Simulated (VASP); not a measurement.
Output of a VASP run:

OSZICAR:
```
       N       E                     dE             d eps       ncg     rms          rms(c)
DAV:   1     0.395942679821E+02    0.39594E+02   -0.82376E+03  2288   0.127E+03
DAV:   2    -0.214776783861E+02   -0.61072E+02   -0.57761E+02  3017   0.251E+02
DAV:   3    -0.238647644093E+02   -0.23871E+01   -0.23605E+01  2988   0.430E+01
DAV:   4    -0.238879339756E+02   -0.23170E-01   -0.23107E-01  2728   0.415E+00
DAV:   5    -0.238883837993E+02   -0.44982E-03   -0.44952E-03  3039   0.411E-01    0.417E+01
DAV:   6    -0.209898234009E+02    0.28986E+01   -0.16311E+01  2657   0.275E+01    0.363E+01
DAV:   7    -0.209084973225E+02    0.81326E-01   -0.72767E-01  2579   0.771E+00    0.245E+01
DAV:   8    -0.208970567032E+02    0.11441E-01   -0.20688E-01  2645   0.414E+00    0.633E+00
DAV:   9    -0.208820130802E+02    0.15044E-01   -0.83739E-02  2705   0.200E+00    0.136E+00
DAV:  10    -0.208816376950E+02    0.37539E-03   -0.28370E-03  2695   0.498E-01    0.287E-01
DAV:  11    -0.208816521910E+02   -0.14496E-04   -0.26240E-04  2901   0.140E-01    0.508E-02
DAV:  12    -0.208816479682E+02    0.42227E-05   -0.28866E-05  2815   0.452E-02    0.316E-02
DAV:  13    -0.208816474636E+02    0.50464E-06   -0.15256E-06  2846   0.121E-02    0.323E-03
DAV:  14    -0.208816474922E+02   -0.28579E-07   -0.43521E-08  1456   0.232E-03
   1 F= -.20881647E+02 E0= -.20881377E+02  d E =-.812229E-03
```

**OUTCAR**
```
------------------------ aborting loop because EDIFF is reached ----------------------------------------
  FORCE on cell =-STRESS in cart. coord.  units (eV):
  Direction    XX          YY          ZZ          XY          YZ          ZX
  --------------------------------------------------------------------------------------
  Total       -2.0864359     -2.0864359     -2.0864359      0.0000000     -0.0000000      0.0000000
  in kB     -133.6478879   -133.6478879   -133.6478879      0.0000000     -0.0000000      0.0000000
  external PRESSURE =    -133.6478879 kB  Pullay stress =       0.0000000 kB
  volume of cell :       25.01
      direct lattice vectors                 reciprocal lattice vectors
     0.000000000  2.321174792  2.321174792    -0.215408164  0.215408164  0.215408164
     2.321174792  0.000000000  2.321174792     0.215408164 -0.215408164  0.215408164
     2.321174792  2.321174792  0.000000000     0.215408164  0.215408164 -0.215408164
 POSITION                                       TOTAL-FORCE (eV/Angst)
 -----------------------------------------------------------------------------------
      0.00000      0.00000      0.00000         0.000000      0.000000      0.000000
      2.32117      2.32117      2.32117        -0.000000     -0.000000     -0.000000
 -----------------------------------------------------------------------------------
    total drift:                                0.000000     -0.000000     -0.000000
  FREE ENERGIE OF THE ION-ELECTRON SYSTEM (eV)
  ---------------------------------------------------
  free  energy   TOTEN  =       -20.8816474922 eV

  energy  without entropy=      -20.8808352628  energy(sigma->0) =      -20.88137675
```
(Selected blocks of OUTCAR.)

File POSCAR:
```
HfN
1
    0.0000000000     2.3211747923     2.3211747923
    2.3211747923     0.0000000000     2.3211747923
    2.3211747923     2.3211747923     0.0000000000
Hf N
1 1
Direct
  0.0000000000   0.0000000000   0.0000000000
  0.5000000000   0.5000000000   0.5000000000
```

Reconstruct the remaining input files.

One answer among several that fit: the input of the run itself, revPBE GGA, plane waves, VASP's PBE PAW potentials (set 64).

KPOINTS:
```
kpoints
0
Gamma
14 14 14
```

### INCAR
```
SYSTEM = HfN
PREC = Accurate
ENCUT = 520
EDIFF = 1E-7
NELM = 100
ALGO = Normal
LREAL = .FALSE.
LASPH = .TRUE.
ISMEAR = 1
SIGMA = 0.1
GGA = RE
LMAXMIX = 6
LWAVE = .FALSE.
LCHARG = .FALSE.
ISIF = 2
```

POTCAR, in this order: Hf_pv N (PBE.64 set). Program: vasp_std.

The compound is HfN in the rock salt structure. This cell is one point of a volume scan, at 1.06 of the reference volume. The electron count is odd and the run is not spin-polarised, which forces a metal.
